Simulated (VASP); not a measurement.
Input:

```
SrTe
1.0
    0.00000     3.33000     3.33000
    3.33000     0.00000     3.33000
    3.33000     3.33000     0.00000
Sr Te
1 1
Direct
  0.00000   0.00000   0.00000
  0.50000   0.50000   0.50000
```

Level of theory: LDA (Ceperley-Alder, Perdew-Zunger), VASP's LDA PAW potentials (set 64) (plane waves; VASP 6.6.1). Numerical set-up: 520 eV cut-off, 6×6×6 Γ-centred mesh, Gaussian smearing of 0.050 eV, potentials Sr_sv Te.

Energy and stress use the plane-wave basis of the starting cell.

Question: The ions, cell shape and volume are relaxed. Give the cell that the relaxation ends in.

Answer: 
```
SrTe
1.0
    0.00000     3.26809     3.26809
    3.26809     0.00000     3.26809
    3.26809     3.26809     0.00000
Sr Te
1 1
Direct
  0.00000   0.00000   0.00000
  0.50000   0.50000   0.50000
```
Space group Fm-3m (225), at a tolerance of 0.03 Å.

Question: How do energy and volume change from the first to the last step?

Answer: The energy (σ→0) changes by -13.0 meV/atom and the volume by -5.5 %, in 3 ionic steps.

The compound is SrTe in the rock salt structure. This run relaxes it. Symmetry was kept, so distortions that lower it aren't found.
